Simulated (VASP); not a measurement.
Level of theory: r2SCAN+rVV10, VASP's PBE PAW potentials (set 64) (plane waves; VASP).

Input for VASP

### INCAR
```
# general
SYSTEM   = InSb
PREC     = Accurate
ENCUT    = 520
LREAL    = .FALSE.
LASPH    = .TRUE.

# electronic loop
EDIFF    = 1E-7
NELM     = 100
ALGO     = Normal
LMAXMIX  = 4
LMIXTAU  = .TRUE.

# smearing
ISMEAR   = 0
SIGMA    = 0.05

# functional
METAGGA  = R2SCAN
LUSE_VDW = .TRUE.
BPARAM   = 11.95
CPARAM   = 0.0093

# ions
ISIF     = 2

# output
LWAVE    = .FALSE.
LCHARG   = .FALSE.
```

### KPOINTS
```
Automatic mesh
0
gamma
  7 7 7
```

### POSCAR
```
InSb
3.1972530
  0.0000000000   0.9999999787   0.9999999787
  0.9999999787   0.0000000000   0.9999999787
  0.9999999787   0.9999999787   0.0000000000
In Sb
1 1
Direct
  0.0000000000   0.0000000000   0.0000000000
  0.2500000000   0.2500000000   0.2500000000
```

POTCAR, in this order: In_d Sb (PBE.64 set). Program: vasp_std.

Task: What will the output report for the number of irreducible k-points (NKPTS), largest plane-wave count, number of space-group operations, FFT grid (NGX, NGY, NGZ)?

Result: 
```yaml
number of irreducible k-points (NKPTS): 20
largest_plane_wave_count: 1807
number_of_space_group_operations: 24
FFT grid (NGX, NGY, NGZ): 36 × 36 × 36
```

The compound is InSb in the zinc blende structure. This cell is one point of a volume scan, at 0.94 of the reference volume.
